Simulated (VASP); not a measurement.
All values below come from PBE GGA, VASP's PBE PAW potentials (set 64) (plane waves; VASP).

VASP input:

KPOINTS:
```
Automatic
0
Gamma
  5 5 7
```

INCAR:
```
SYSTEM = ZnF2
PREC = Accurate
ENCUT = 620
EDIFF = 1E-6
NELM = 100
ALGO = Normal
LREAL = .FALSE.
LASPH = .TRUE.
ISMEAR = 0
SIGMA = 0.05
GGA = PE
LMAXMIX = 4
LWAVE = .FALSE.
LCHARG = .FALSE.
IBRION = 2
ISIF = 3
NSW = 40
EDIFFG = -0.02
PSTRESS = 50
```

POSCAR:
```
ZnF2
1.0
  4.7982070317   0.0000000000   0.0000000000
  0.0000000000   4.7982070317   0.0000000000
  0.0000000000   0.0000000000   3.1838955718
Zn F
2 4
Cart
  0.0000000000   0.0000000000   0.0000000000
  2.3991035158   2.3991035158   1.5919477859
  1.4596060848   1.4596060848   0.0000000000
  3.8587096006   0.9394974311   1.5919477859
  0.9394974311   3.8587096006   1.5919477859
  3.3386009469   3.3386009469   0.0000000000
```

POTCAR, in this order: Zn F (PBE.64 set). Program: vasp_std.

Energy and stress use the plane-wave basis of the starting cell.

### Question
Predict the energy per atom (σ→0), volume per atom, band gap (on the k-mesh).

### Answer

```json
{
  "energy per atom (σ→0)": "-3.867 eV/atom",
  "band gap (on the k-mesh)": "3.46 eV",
  "volume_per_atom": "11.66 Å³/atom"
}
```

**OSZICAR**
```
...
DAV:   1    -0.232069655938E+02   -0.58302E-03   -0.14993E+00  1488   0.971E+00    0.755E-01
DAV:   2    -0.232063788728E+02    0.58672E-03   -0.69029E-02  1782   0.242E+00    0.396E-01
DAV:   3    -0.232040152887E+02    0.23636E-02   -0.13820E-03  2360   0.728E-01    0.165E-01
DAV:   4    -0.232036176095E+02    0.39768E-03   -0.11033E-03  2231   0.380E-01    0.250E-02
DAV:   5    -0.232036341328E+02   -0.16523E-04   -0.23319E-04  1568   0.200E-01    0.140E-02
DAV:   6    -0.232036338658E+02    0.26705E-06   -0.14219E-05  1801   0.941E-02    0.818E-03
DAV:   7    -0.232036346001E+02   -0.73439E-06   -0.33830E-06  1501   0.232E-02
   6 F= -.21021102E+02 E0= -.21021102E+02  d E =-.296776E-02
```

The compound is ZnF2 in the rutile structure. This run relaxes it under an external pressure of 5 GPa. Symmetry was kept, so distortions that lower it aren't found.
